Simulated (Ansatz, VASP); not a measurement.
# AlPt3N: VASP beside Ansatz, part 2 of 3

Aim: how closely do two programs agree when they are given the same cell, functional and k mesh? The cell is generated by rule, not measured, and may not be a known phase. The cell is taken from a series of runs on this material, whose earlier steps may have relaxed, scaled, displaced or heated it; both programs get it as it stands.

VASP 6.6.1 and Ansatz 0.2.0.

So far: The structure; VASP: zone-centre phonons, RPBE.

## Step 2: VASP: zone-centre phonons, RPBE (continued)

Level of this step: RPBE; plane waves and PAW (Al, Pt, N); invented cell (VASP).

OUTCAR, selected parts (step 2):

```text
ion  position               nearest neighbor table
   1  0.000  0.000  0.000-   2 2.98   3 2.98   4 2.98   3 2.98   4 2.98   2 2.98   4 2.98   4 2.98
                             2 2.98   3 2.98   3 2.98   2 2.98
   2  0.500  0.500  0.000-   5 2.10   5 2.10   4 2.98   1 2.98   3 2.98   4 2.98   3 2.98   1 2.98
                             3 2.98   3 2.98   1 2.98   4 2.98   4 2.98   1 2.98
   3  0.500  0.000  0.500-   5 2.10   5 2.10   4 2.98   1 2.98   1 2.98   2 2.98   2 2.98   4 2.98
                             2 2.98   2 2.98   1 2.98   4 2.98   1 2.98   4 2.98
   4  0.000  0.500  0.500-   5 2.10   5 2.10   3 2.98   1 2.98   1 2.98   2 2.98   1 2.98   3 2.98
                             1 2.98   2 2.98   3 2.98   2 2.98   2 2.98   3 2.98
   5  0.500  0.500  0.500-   2 2.10   3 2.10   4 2.10   2 2.10   3 2.10   4 2.10

  LATTYP: Found a simple cubic cell.
 ALAT       =     4.2086436197

 Subroutine GETGRP returns: Found 48 space group operations
 (whereof 48 operations were pure point group operations)

The static configuration has the point symmetry O_h .

 Found     35 irreducible k-points:

   k-points           NKPTS =     35   k-points in BZ     NKDIM =     35   number of bands    NBANDS=     25

   dimension x,y,z NGX =    36 NGY =   36 NGZ =   36
   dimension x,y,z NGXF=    72 NGYF=   72 NGZF=   72

   ENCUT  =  600.0 eV  44.10 Ry    6.64 a.u.   8.41  8.41  8.41*2*pi/ulx,y,z

   NELECT =      38.0000    total number of electrons

 k-points in reciprocal lattice and weights: Automatic mesh
   0.00000000  0.00000000  0.00000000       0.002
   0.12500000  0.00000000  0.00000000       0.012
   0.25000000  0.00000000  0.00000000       0.012
   0.37500000  0.00000000  0.00000000       0.012
   0.50000000  0.00000000  0.00000000       0.006
   0.12500000  0.12500000  0.00000000       0.023
   0.25000000  0.12500000  0.00000000       0.047
   0.37500000  0.12500000  0.00000000       0.047
   0.50000000  0.12500000  0.00000000       0.023
[...]
0.50000000  0.50000000  0.37500000       0.012
   0.50000000  0.50000000  0.50000000       0.002

 average (electrostatic) potential at core
       1 -72.7879       2 -64.8058       3 -64.8058       4 -64.8058       5 -61.6878

 POSITION                                       TOTAL-FORCE (eV/Angst)
 -----------------------------------------------------------------------------------
      0.00000      0.00000      0.00000         0.000000      0.000000      0.000000
      2.10432      2.10432      0.00000         0.000000      0.000000      0.000000
      2.10432      0.00000      2.10432         0.000000      0.000000      0.000000
      0.00000      2.10432      2.10432         0.000000      0.000000      0.000000
      2.10432      2.10432      2.10432         0.000000      0.000000      0.000000
 -----------------------------------------------------------------------------------
    total drift:                                0.000000      0.000000      0.000000

 Eigenvectors and eigenvalues of the dynamical matrix
 ----------------------------------------------------

   1 f  =    8.676959 THz    54.518940 2PiTHz  289.432191 cm-1    35.885002 meV
             X         Y         Z           dx          dy          dz
      0.000000  0.000000  0.000000     0.143693   -0.018851    0.000000
      2.104322  2.104322  0.000000    -0.167638    0.021992   -0.000000
      2.104322  0.000000  2.104322    -0.167638   -0.065437   -0.000000
      0.000000  2.104322  2.104322     0.498796    0.021992    0.000000
      2.104322  2.104322  2.104322    -0.810820    0.106372    0.000000

   2 f  =    8.676959 THz    54.518940 2PiTHz  289.432191 cm-1    35.885002 meV
             X         Y         Z           dx          dy          dz
      0.000000  0.000000  0.000000     0.000000    0.000000   -0.144924
      2.104322  2.104322  0.000000    -0.000000   -0.000000   -0.503071
      2.104322  0.000000  2.104322    -0.000000    0.000000    0.169074
      0.000000  2.104322  2.104322     0.000000   -0.000000    0.169074
      2.104322  2.104322  2.104322    -0.000000   -0.000000    0.817768

   3 f  =    8.676959 THz    54.518940 2PiTHz  289.432191 cm-1    35.885002 meV
             X         Y         Z           dx          dy          dz
      0.000000  0.000000  0.000000    -0.018851   -0.143693   -0.000000
      2.104322  2.104322  0.000000     0.021992    0.167638   -0.000000
      2.104322  0.000000  2.104322     0.021992   -0.498796    0.000000
      0.000000  2.104322  2.104322    -0.065437    0.167638    0.000000
      2.104322  2.104322  2.104322     0.106372    0.810820    0.000000

   4 f  =    1.885523 THz    11.847091 2PiTHz   62.894281 cm-1     7.797894 meV
             X         Y         Z           dx          dy          dz
      0.000000  0.000000  0.000000    -0.497340   -0.462168   -0.222176
      2.104322  2.104322  0.000000    -0.133136   -0.123721    0.177230
      2.104322  0.000000  2.104322    -0.133136    0.368673   -0.059476
      0.000000  2.104322  2.104322     0.396729   -0.123721   -0.059476
      2.104322  2.104322  2.104322     0.210972    0.196052    0.094247

   5 f  =    1.885523 THz    11.847091 2PiTHz   62.894281 cm-1     7.797894 meV
             X         Y         Z           dx          dy          dz
      0.000000  0.000000  0.000000    -0.502770    0.500380    0.084562
      2.104322  2.104322  0.000000    -0.134590    0.133950   -0.067456
      2.104322  0.000000  2.104322    -0.134590   -0.399155    0.022637
      0.000000  2.104322  2.104322     0.401061    0.133950    0.022637
      2.104322  2.104322  2.104322     0.213275   -0.212261   -0.035871

   6 f  =    1.885523 THz    11.847091 2PiTHz   62.894281 cm-1     7.797894 meV
             X         Y         Z           dx          dy          dz
      0.000000  0.000000  0.000000    -0.100916   -0.215241    0.673644
      2.104322  2.104322  0.000000    -0.027015   -0.057619   -0.537368
      2.104322  0.000000  2.104322    -0.027015    0.171699    0.180332
      0.000000  2.104322  2.104322     0.080501   -0.057619    0.180332
      2.104322  2.104322  2.104322     0.042809    0.091305   -0.285760

   7 f/i=    0.003163 THz     0.019871 2PiTHz    0.105492 cm-1     0.013079 meV
             X         Y         Z           dx          dy          dz
      0.000000  0.000000  0.000000     0.010172   -0.003908    0.208616
      2.104322  2.104322  0.000000     0.027187   -0.010446    0.556611
      2.104322  0.000000  2.104322     0.027187   -0.010428    0.557582
      0.000000  2.104322  2.104322     0.027140   -0.010446    0.557582
      2.104322  2.104322  2.104322     0.007256   -0.002788    0.148823

   8 f/i=    0.003163 THz     0.019871 2PiTHz    0.105492 cm-1     0.013079 meV
             X         Y         Z           dx          dy          dz
      0.000000  0.000000  0.000000     0.191036    0.084170   -0.007738
      2.104322  2.104322  0.000000     0.510596    0.224967   -0.020646
      2.104322  0.000000  2.104322     0.510596    0.224575   -0.020682
      0.000000  2.104322  2.104322     0.509707    0.224967   -0.020682
      2.104322  2.104322  2.104322     0.136282    0.060045   -0.005520

   9 f/i=    0.003163 THz     0.019871 2PiTHz    0.105492 cm-1     0.013079 meV
             X         Y         Z           dx          dy          dz
      0.000000  0.000000  0.000000    -0.083910    0.191153    0.007673
      2.104322  2.104322  0.000000    -0.224273    0.510908    0.020471
      2.104322  0.000000  2.104322    -0.224273    0.510018    0.020507
      0.000000  2.104322  2.104322    -0.223883    0.510908    0.020507
      2.104322  2.104322  2.104322    -0.059860    0.136365    0.005474

  10 f/i=    2.907550 THz    18.268678 2PiTHz   96.985442 cm-1    12.024657 meV
             X         Y         Z           dx          dy          dz
      0.000000  0.000000  0.000000     0.000000    0.000000   -0.000000
      2.104322  2.104322  0.000000    -0.706091   -0.012544   -0.000000
      2.104322  0.000000  2.104322     0.706091    0.000000   -0.035754
      0.000000  2.104322  2.104322     0.000000    0.012544    0.035754
      2.104322  2.104322  2.104322     0.000000    0.000000   -0.000000

  11 f/i=    2.907550 THz    18.268678 2PiTHz   96.985442 cm-1    12.024657 meV
             X         Y         Z           dx          dy          dz
      0.000000  0.000000  0.000000    -0.000000   -0.000000    0.000000
      2.104322  2.104322  0.000000     0.031091    0.189559    0.000000
      2.104322  0.000000  2.104322    -0.031091   -0.000000   -0.680515
      0.000000  2.104322  2.104322    -0.000000   -0.189559    0.680515
      2.104322  2.104322  2.104322    -0.000000   -0.000000    0.000000

  12 f/i=    2.907550 THz    18.268678 2PiTHz   96.985442 cm-1    12.024657 meV
             X         Y         Z           dx          dy          dz
      0.000000  0.000000  0.000000     0.000000   -0.000000    0.000000
      2.104322  2.104322  0.000000     0.021657   -0.681110    0.000000
      2.104322  0.000000  2.104322    -0.021657    0.000000   -0.188735
      0.000000  2.104322  2.104322     0.000000    0.681110    0.188735
      2.104322  2.104322  2.104322     0.000000    0.000000    0.000000

  13 f/i=    4.036585 THz    25.362612 2PiTHz  134.645986 cm-1    16.693967 meV
             X         Y         Z           dx          dy          dz
      0.000000  0.000000  0.000000    -0.518983   -0.394557    0.005556
      2.104322  2.104322  0.000000     0.279293    0.212333    0.002846
      2.104322  0.000000  2.104322     0.279293   -0.202113   -0.002990
      0.000000  2.104322  2.104322    -0.265851    0.212333   -0.002990
      2.104322  2.104322  2.104322    -0.371007   -0.282058    0.003972

  14 f/i=    4.036585 THz    25.362612 2PiTHz  134.645986 cm-1    16.693967 meV
             X         Y         Z           dx          dy          dz
      0.000000  0.000000  0.000000     0.033972   -0.053821   -0.648844
      2.104322  2.104322  0.000000    -0.018282    0.028964   -0.332372
      2.104322  0.000000  2.104322    -0.018282   -0.027570    0.349179
      0.000000  2.104322  2.104322     0.017402    0.028964    0.349179
      2.104322  2.104322  2.104322     0.024285   -0.038476   -0.463841

  15 f/i=    4.036585 THz    25.362612 2PiTHz  134.645986 cm-1    16.693967 meV
             X         Y         Z           dx          dy          dz
      0.000000  0.000000  0.000000    -0.393131    0.516214   -0.063403
      2.104322  2.104322  0.000000     0.211566   -0.277803   -0.032478
      2.104322  0.000000  2.104322     0.211566    0.264432    0.034121
      0.000000  2.104322  2.104322    -0.201383   -0.277803    0.034121
      2.104322  2.104322  2.104322    -0.281039    0.369028   -0.045325

 ELASTIC MODULI CONTR FROM IONIC RELAXATION (kBar)
 Direction    XX          YY          ZZ          XY          YZ          ZX
 --------------------------------------------------------------------------------
 XX           0.0000      0.0000      0.0000      0.0000      0.0000      0.0000
 YY           0.0000      0.0000      0.0000      0.0000      0.0000      0.0000
 ZZ           0.0000      0.0000      0.0000      0.0000      0.0000      0.0000
 XY           0.0000      0.0000      0.0000      0.0000      0.0000      0.0000
 YZ           0.0000      0.0000      0.0000      0.0000      0.0000      0.0000
 ZX           0.0000      0.0000      0.0000      0.0000      0.0000      0.0000
 --------------------------------------------------------------------------------
```

(Part 2 of 3 ends here.)

[Lines on the potential files, build, host, timing and source positions are cut from VASP's logs without a mark.]

[Logs are printed without paths, hosts, clocks, repeated set-up lines and the standing remarks that a program may print on its own settings, such as how far it seeks lower states.]

[Hosts, paths, dates, database ids (printed as entryN), source tags and the programs' standing remarks are cut or masked in the printed files.]
